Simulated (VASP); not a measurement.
## NaCd3 (space group Fm-3m): computed properties

Level of theory: PBEsol GGA, VASP's PBE PAW potentials (set 64) (plane waves; VASP 6.6.1).

```
Item                                                                  Result
----------------------------------  ----------------------------------------
space group                                                      Fm-3m (225)
cell                                 a = b = c = 6.978 Å, α = β = γ = 90.00°
volume per atom                                                21.24 Å³/atom
band gap (over mesh and band path)  none (metal, semimetal or under 0.01 eV)
band gap with spin-orbit coupling                            none (metallic)
density                                                           7.04 g/cm³
```

```xyz
4
Lattice="0.0000 3.4891 3.4891 3.4891 0.0000 3.4891 3.4891 3.4891 0.0000" Properties=species:S:1:pos:R:3 pbc="T T T"
Na     3.4891     3.4891     0.0000
Cd     1.7446     1.7446     1.7446
Cd     5.2337     5.2337     5.2337
Cd     3.4891     3.4891     3.4891
```

The structure comes from a computed database's NaCd3 entry (Fm-3m); how it stands against other phases isn't given here. It was relaxed first. Symmetry was kept, so distortions that lower it aren't found. The electron count is odd and the run is not spin-polarised, which forces a metal.
